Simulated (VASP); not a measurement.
These are optB86b-vdW, VASP's PBE PAW potentials (set 64) (plane waves; VASP 6.6.1) values and carry that method's errors.

VASP input:

**POSCAR**
```
MnF2
1
    4.8641771116    -0.0000000000     0.0000000000
    0.0000000000     4.8641771116     0.0000000000
    0.0000000000     0.0000000000     3.3051977414
Mn F
2 4
Direct
  0.0000000000   0.0000000000   0.0000000000
  0.5000000000   0.5000000000   0.5000000000
  0.3031558199   0.3031558199   0.0000000000
  0.8031558199   0.1968441801   0.5000000000
  0.1968441801   0.8031558199   0.5000000000
  0.6968441801   0.6968441801   0.0000000000
```

INCAR:
```
SYSTEM = MnF2
PREC = Accurate
ENCUT = 520
EDIFF = 1E-7
NELM = 100
ALGO = Normal
LREAL = .FALSE.
LASPH = .TRUE.
ISMEAR = 0
SIGMA = 0.05
GGA = MK
PARAM1 = 0.1234
PARAM2 = 1.0
LUSE_VDW = .TRUE.
AGGAC = 0.0
LMAXMIX = 4
ISPIN = 2
MAGMOM = 4.5 -4.5 -0.0 0.0 0.0 -0.0
LORBIT = 11
LWAVE = .FALSE.
LCHARG = .FALSE.
ICHARG = 11
```

### KPOINTS
```
k-points along high-symmetry lines
8
Line-mode
Reciprocal
  0.000000   0.000000   0.000000 ! GAMMA
  0.500000   0.500000   0.000000 ! Y

  0.500000   0.500000   0.000000 ! Y
  0.500000   0.500000   0.000000 ! C_0

  0.500000  -0.500000   0.000000 ! SIGMA_0
  0.000000   0.000000   0.000000 ! GAMMA

  0.000000   0.000000   0.000000 ! GAMMA
  0.000000   0.000000   0.500000 ! Z

  0.000000   0.000000   0.500000 ! Z
  0.500000  -0.500000   0.500000 ! A_0

  0.500000   0.500000   0.500000 ! E_0
  0.500000   0.500000   0.500000 ! T

  0.500000   0.500000   0.500000 ! T
  0.500000   0.500000   0.000000 ! Y

  0.000000   0.000000   0.000000 ! GAMMA
  0.500000  -0.000000   0.000000 ! S

  0.500000  -0.000000   0.000000 ! S
  0.500000  -0.000000   0.500000 ! R

  0.500000  -0.000000   0.500000 ! R
  0.000000   0.000000   0.500000 ! Z

  0.000000   0.000000   0.500000 ! Z
  0.500000   0.500000   0.500000 ! T
```

POTCAR, in this order: Mn_pv F (PBE.64 set). Program: vasp_std. Read from the step before: CHGCAR.

Output

File OUTCAR:
```
 ion  position               nearest neighbor table
   1  0.000  0.000  0.000-   3 2.09   6 2.09   5 2.14   4 2.14   4 2.14   5 2.14
   2  0.500  0.500  0.500-   4 2.09   5 2.09   3 2.14   6 2.14   3 2.14   6 2.14
   3  0.303  0.303  0.000-   1 2.09   2 2.14   2 2.14
   4  0.803  0.197  0.500-   2 2.09   1 2.14   1 2.14
   5  0.197  0.803  0.500-   2 2.09   1 2.14   1 2.14
   6  0.697  0.697  0.000-   1 2.09   2 2.14   2 2.14
  LATTYP: Found a simple tetragonal cell.
 ALAT       =     4.8641771116
 C/A-ratio  =     0.6794978196
 Subroutine PRICEL returns:
 Original cell was already a primitive cell.
 Subroutine GETGRP returns: Found 16 space group operations
The static configuration has the point symmetry D_2h.
 The point group associated with its full space group is D_4h.
The dynamic configuration has the point symmetry D_2h.
The overall configuration has the point symmetry D_2h.
 Subroutine INISYM returns: Found 16 space group operations
   k-points           NKPTS =     88   k-points in BZ     NKDIM =     88   number of bands    NBANDS=     32
   number of dos      NEDOS =    301   number of ions     NIONS =      6
   total plane-waves  NPLWV =  36288
   dimension x,y,z NGX =    36 NGY =   36 NGZ =   28
   dimension x,y,z NGXF=    72 NGYF=   72 NGZF=   56
   ions per type =               2   4
   PREC   = accura    normal or accurate (medium, high low for compatibility)
   ISTART =      0    job   : 0-new  1-cont  2-samecut
   ICHARG =     11    charge: 1-file 2-atom 10-const
   ISPIN  =      2    spin polarized calculation?
   LNONCOLLINEAR =      F non collinear calculations
   LSORBIT =      F    spin-orbit coupling
   INIWAV =      1    electr: 0-lowe 1-rand  2-diag
   ENCUT  =  520.0 eV  38.22 Ry    6.18 a.u.   9.04  9.04  6.15*2*pi/ulx,y,z
   NELM   =    100;   NELMIN=  2; NELMDL= -5     # of ELM steps
   EDIFF  = 0.1E-06   stopping-criterion for ELM
   LREAL  =      F    real-space projection
   NLSPLINE    = F    spline interpolate recip. space projectors
   LMAXMIX     =    4 max onsite mixed and CHGCAR
   VOSKOWN=      0    Vosko Wilk Nusair interpolation
   EDIFFG = 0.1E-05   stopping-criterion for IOM
   NSW    =      0    number of steps for IOM
...
```

File OSZICAR:
```
       N       E                     dE             d eps       ncg     rms          rms(c)
DAV:   1     0.678507356186E+03    0.67851E+03   -0.31975E+04 11600   0.193E+03
DAV:   2     0.369424080514E+02   -0.64156E+03   -0.61513E+03 12952   0.543E+02
DAV:   3    -0.236686518090E+02   -0.60611E+02   -0.59876E+02 12416   0.173E+02
DAV:   4    -0.251718486945E+02   -0.15032E+01   -0.15021E+01 12336   0.282E+01
DAV:   5    -0.252003838912E+02   -0.28535E-01   -0.28533E-01 12344   0.400E+00
DAV:   6    -0.252012244154E+02   -0.84052E-03   -0.84052E-03 12576   0.670E-01
DAV:   7    -0.252012592588E+02   -0.34843E-04   -0.34843E-04 12752   0.131E-01
DAV:   8    -0.252012608744E+02   -0.16156E-05   -0.16156E-05 12024   0.267E-02
DAV:   9    -0.252012609612E+02   -0.86767E-07   -0.86777E-07 10296   0.600E-03
   1 F= -.25201261E+02 E0= -.25201261E+02  d E =-.672806E-17  mag=     0.0000
```

OUTCAR:
```



 magnetization (x)

# of ion       s       p       d       tot
------------------------------------------
    1        0.015   0.014   4.495   4.524
    2       -0.015  -0.014  -4.495  -4.524
    3       -0.002  -0.027   0.000  -0.029
    4        0.002   0.027   0.000   0.029
    5        0.002   0.027   0.000   0.029
    6       -0.002  -0.027   0.000  -0.029
--------------------------------------------------
tot         -0.000   0.000   0.000   0.000
```
(Selected blocks of OUTCAR.)

File OUTCAR:
```
 val. band max:        2.6749212682   @ k =   0.2857  -0.2857   0.5000

 cond. band min:       4.8579509139   @ k =   0.0000   0.0000   0.0000



 spin component 1

 k-point     1 :       0.0000    0.0000    0.0000
  band No.  band energies     occupation
      1     -46.6801      1.00000
      2     -46.6125      1.00000
      3     -46.6119      1.00000
      4     -41.9568      1.00000
      5     -41.8879      1.00000
      6     -41.8875      1.00000
      7     -21.2718      1.00000
      8     -20.7404      1.00000
      9     -20.7252      1.00000
     10     -20.6716      1.00000
     11      -4.8301      1.00000
     12      -3.8547      1.00000
     13      -3.4319      1.00000
     14      -3.2733      1.00000
     15      -2.8639      1.00000
     16      -2.8405      1.00000
     17      -2.8083      1.00000
     18      -2.7878      1.00000
     19      -1.8993      1.00000
     20      -1.5332      1.00000
     21      -1.5181      1.00000
     22      -1.2239      1.00000
     23       0.9909      1.00000
     24       1.2514      1.00000
     25       1.4149      1.00000
     26       2.3146      1.00000
     27       2.5827      1.00000
     28       4.8580      0.00000
     29       5.1123      0.00000
     30       5.5953      0.00000
     31       5.6000      0.00000
     32       6.5506      0.00000

 k-point     2 :       0.0714    0.0714    0.0000
  band No.  band energies     occupation
      1     -46.6801      1.00000
      2     -46.6125      1.00000
      3     -46.6119      1.00000
      4     -41.9568      1.00000
      5     -41.8879      1.00000
      6     -41.8875      1.00000
      7     -21.2603      1.00000
      8     -20.7527      1.00000
      9     -20.7268      1.00000
     10     -20.6706      1.00000
     11      -4.7916      1.00000
     12      -3.8394      1.00000
     13      -3.4109      1.00000
     14      -3.2752      1.00000
     15      -2.9129      1.00000
...
```

The density is held fixed in this step, so its total energy and stress have no physical meaning.

The compound is MnF2 in the rutile structure. It was relaxed first.
